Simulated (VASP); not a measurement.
Input:

```
Al2Au
1.0
    0.00000     2.93262     2.93262
    2.93262     0.00000     2.93262
    2.93262     2.93262     0.00000
Al Au
2 1
Direct
  0.25000   0.25000   0.25000
  0.75000   0.75000   0.75000
  0.00000   0.00000   0.00000
```

The numbers are results of PBE GGA with D3 dispersion (Becke-Johnson damping), VASP's PBE PAW potentials (set 64) (plane waves; VASP), not measurements. Numerical set-up: 520 eV cut-off, 9×9×9 Γ-centred mesh, first-order Methfessel-Paxton smearing of 0.10 eV, potentials Al Au.

Unless said otherwise, spin-orbit coupling is left out, though it shifts the bands of the heavy elements here.

### Question
Predict the energy per atom (σ→0), pressure, band gap (on the k-mesh) with the smallest direct gap where there is one.

### Answer

```json
{
  "band gap (on the k-mesh)": "none (metal, semimetal or under 0.01 eV)",
  "energy per atom (σ→0)": "-4.376 eV/atom",
  "pressure": "8.37 GPa"
}
```

Total energies compare only between runs with the same potentials, cut-off and functional.

The compound is AuAl2 in the fluorite structure. This cell is one point of a volume scan, at 0.94 of the reference volume. The electron count is odd and the run is not spin-polarised, which forces a metal.
